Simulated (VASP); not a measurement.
Level of theory: r2SCAN meta-GGA, VASP's PBE PAW potentials (set 64) (plane waves; VASP).

VASP input:

INCAR:
```
ISIF = 3   ! ions, shape and volume
LCHARG = .FALSE.
IBRION = 2   ! conjugate gradients
ALGO = Normal
ISMEAR = 1
SYSTEM = CoGa
LMAXMIX = 4
NELM = 100
LMIXTAU = .TRUE.
LREAL = .FALSE.
EDIFF = 1E-6   ! SCF stop (eV)
LWAVE = .FALSE.
SIGMA = 0.1
METAGGA = R2SCAN
EDIFFG = -0.01
PREC = Accurate
LASPH = .TRUE.   ! aspherical one-centre terms
ENCUT = 520
NSW = 60   ! most ionic steps
```

KPOINTS:
```
Automatic mesh
0
Gamma
11 11 11
0 0 0
```

### POSCAR
```
CoGa
1
    2.8800000000     0.0000000000     0.0000000000
    0.0000000000     2.8800000000     0.0000000000
    0.0000000000     0.0000000000     2.8800000000
Ga Co
1 1
Direct
  0.5000000000   0.5000000000   0.5000000000
  0.0000000000   0.0000000000   0.0000000000
```

POTCAR, in this order: Ga_d Co (PBE.64 set). Program: vasp_std.

### Question
What will the output report for the number of irreducible k-points (NKPTS), largest plane-wave count, number of space-group operations, FFT grid (NGX, NGY, NGZ)?

### Answer

number of irreducible k-points (NKPTS): 56
largest plane-wave count: 659
number of space-group operations: 48
FFT grid (NGX, NGY, NGZ): 24 × 24 × 24

The compound is CoGa in the CsCl type structure. This run relaxes it. Symmetry was kept, so distortions that lower it aren't found. The run is not spin-polarised, so no magnetic state was tried.
